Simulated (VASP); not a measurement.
Data:

```xyz
4
Lattice="3.4886 0.0000 0.0000 0.0000 3.4886 0.0000 0.0000 0.0000 3.4886" Properties=species:S:1:pos:R:3 pbc="T T T"
Si     0.0000     0.0000     0.0000
Ni     0.0000     1.7443     1.7443
Ni     1.7443     0.0000     1.7443
Ni     1.7443     1.7443     0.0000
```

Calculation: rev-vdW-DF2, VASP's PBE PAW potentials (set 64) (plane waves; VASP). Numerical set-up: 520 eV cut-off, Gaussian smearing of 0.050 eV, potentials Si Ni.

### Question
Predict the band gap (along the path) with the smallest direct gap where there is one.

### Answer

The band gap (along the path) comes out as none (metal, semimetal or under 0.01 eV).

Total energies compare only between runs with the same potentials, cut-off and functional.

The compound is Ni3Si in the L1_2 structure. It was relaxed first. The run is not spin-polarised, so no magnetic state was tried.
